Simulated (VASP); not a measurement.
Given:

```xyz
1
Lattice="-1.9783 1.9783 1.9783 1.9783 -1.9783 1.9783 1.9783 1.9783 -1.9783" Properties=species:S:1:pos:R:3 pbc="T T T"
Pb     0.0000     0.0000     0.0000
```

Level of theory: r2SCAN meta-GGA with spin-orbit coupling, VASP's PBE PAW potentials (set 64) (plane waves; VASP). Settings: 400 eV cut-off, 12×12×12 Γ-centred mesh, Gaussian smearing of 0.050 eV, potentials Pb_d.

Problem. Give the energies of bands 11 to 18 at the high-symmetry points, in eV from the Fermi level.

Solution. 
| band | Γ | H | N | P |
|---|---|---|---|---|
| 11 | -11.96 | -5.24 | -8.03 | -7.33 |
| 12 | -11.96 | -5.24 | -8.03 | -7.33 |
| 13 | 5.62 | -1.46 | -4.05 | -1.73 |
| 14 | 5.62 | -1.46 | -4.05 | -1.73 |
| 15 | 8.88 | 0.25 | 3.33 | -0.49 |
| 16 | 8.88 | 0.25 | 3.33 | -0.49 |
| 17 | 8.88 | 0.25 | 5.71 | -0.49 |
| 18 | 8.88 | 0.25 | 5.71 | -0.49 |

It has no gap at this level: it comes out as a metal or semimetal.

The structure was generated: Pb was put into the bcc type (Im-3m), which need not be its known phase. It was relaxed first.
